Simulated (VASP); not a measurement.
Runs of VASP 6.6.1 on MoS2. It takes space group P6_3/mmc (No. 194, hexagonal). Conventional cell: a = 3.169 Å, b = 3.169 Å, c = 12.324 Å, α = 90.00°, β = 90.00°, γ = 120.00°. Mo (site symmetry -6m2) is surrounded by 6 S at 2.41 Å. S (site symmetry 3m) has 3 Mo at 2.41 Å as nearest neighbours. 

```tsv
level	potentials or basis	gap on the mesh (eV)	pressure (GPa)
rev-vdW-DF2	VASP PAW PBE potentials, release 64 (Mo_sv, S)	0.86	0.0
optB88-vdW	VASP PAW PBE potentials, release 64 (Mo_sv, S)	(a)	1.8
PBE+D3(BJ)	VASP PAW PBE potentials, release 64 (Mo_sv, S)	0.90	-1.7
LDA	VASP PAW LDA potentials, release 64 (Mo_sv, S)	0.84	-3.2
```

Alike in all rows: task relaxation of the atoms; no spin polarisation; cell atoms relaxed; k mesh 12 × 12 × 3; cutoff (eV) 520; smearing gaussian 0.05 eV.

Problem. Fill in the values left out.

Solution. (a) 0.87.

Caveats: an odd mesh through Γ misses points on the zone boundary, where band edges often lie; the PAW data sets were made with another functional, which shifts forces and pressure a little (some runs).

A k mesh can miss the band edges, and the runs leave out spin-orbit coupling on Mo.

Not every run made on this cell is shown here.
